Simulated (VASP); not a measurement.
Here is a VASP 6.6.1 calculation.

File INCAR:

```
SYSTEM = Cu3SCl
PREC = Accurate
ENCUT = 520
EDIFF = 1E-7
ISMEAR = 0
SIGMA = 0.05
LREAL = .FALSE.
LASPH = .TRUE.
NELM = 100
ALGO = Normal
ISIF = 2
LWAVE = .FALSE.
LCHARG = .FALSE.
GGA = CA
NBANDS = 31
```

File KPOINTS:

```
Automatic mesh
0
G
  4 4 4
  0 0 0
```

The input POSCAR:

```
Cu3SCl
1.0
    4.8159874883      0.0000000000      0.0000000000
    0.0000000000      4.8159874883      0.0000000000
    0.0000000000      0.0000000000      4.8159874883
Cl S Cu
1 1 3
Direct
    0.0000000000      0.0000000000      0.0000000000
    0.5000000000      0.5000000000      0.5000000000
    0.5000000000      0.5000000000      0.0000000000
    0.5000000000      0.0000000000      0.5000000000
    0.0000000000      0.5000000000      0.5000000000
```

Potentials or basis: VASP PAW LDA potentials, release 64 (Cl, S, Cu).

The run is started by

```console
$ cat potpaw_LDA.64/Cl/POTCAR potpaw_LDA.64/S/POTCAR potpaw_LDA.64/Cu/POTCAR > POTCAR
$ mpirun -np 1 vasp_std > vasp.out
```

(1) Predict the pressure.

(2) Estimate the band gap on the k mesh.

Results:

(1) -14.0 GPa.

(2) 0.68 eV, indirect (least direct gap 1.28 eV).
